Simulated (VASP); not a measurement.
Take CuZn (CsCl type), from the solid elements, with no thermal terms, in VASP with PAW potentials, and its formation energy.

Q: One run gives -0.109 eV/atom. Which level is it?
A) PBEsol
B) r2SCAN
C) LDA
D) PBE

A: B, r2SCAN.  The others give -0.099 (LDA), -0.086 (PBE), -0.095 (PBEsol).

Only levels that ran to the end are used. Left out are those held back, those with too coarse a band path, GW runs whose mesh misses a band edge, hybrids' fits of cells that aren't cubic and levels without matching references; a question may draw on a part of the rest.
